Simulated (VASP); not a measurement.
Rb2LiBiCl6, 10 atoms in the cell. Symmetry: Fm-3m, No. 225, cubic system. The conventional cell has a = 10.628 Å, b = 10.628 Å, c = 10.628 Å, α = 90.00°, β = 90.00°, γ = 90.00°. Around Rb (site symmetry -43m) lie 12 Cl at 3.76 Å. Li (site symmetry m-3m) has 6 Cl at 2.60 Å as nearest neighbours. Bi (site symmetry m-3m) has 6 Cl at 2.72 Å as nearest neighbours. Cl (site symmetry 4mm) is surrounded by 1 Li at 2.60 Å and 1 Bi at 2.72 Å. The cell comes from a database or a generator and needn't be the stable form of this composition.

* Program: VASP 6.6.1
* Task: single point
* Functional: PBEsol
* Potentials or basis: VASP PAW PBE potentials, release 64 (Rb_sv, Li_sv, Bi_d, Cl)
* Cutoff: 520 eV
* k mesh: 2 × 2 × 2, shifted
* Occupations: gaussian, width 0.01 eV
* Spin: no spin polarisation
* Dipole correction: no
* Further INCAR settings: ALGO = Normal; EDIFF = 1e-06; NBANDS = 50; ISYM = 0

Potentials or basis: VASP PAW PBE potentials, release 64 (Rb_sv, Li_sv, Bi_d, Cl).

Launch:

```console
$ cat potpaw_PBE.64/Rb_sv/POTCAR potpaw_PBE.64/Li_sv/POTCAR potpaw_PBE.64/Bi_d/POTCAR potpaw_PBE.64/Cl/POTCAR > POTCAR
$ mpirun -np 1 vasp_std > vasp.out
```

Hardware: 1 thread of Intel(R) Xeon(R) 6975P-C (Granite Rapids), with other jobs on the host.

**Question.** How long does it take, and how much memory?

**Answer.** Run time: 3.2 min on 1 thread of Intel(R) Xeon(R) 6975P-C (Granite Rapids), with other jobs on the host, peak memory 0.55 GiB. Counts: scf iterations 14, k points 16.
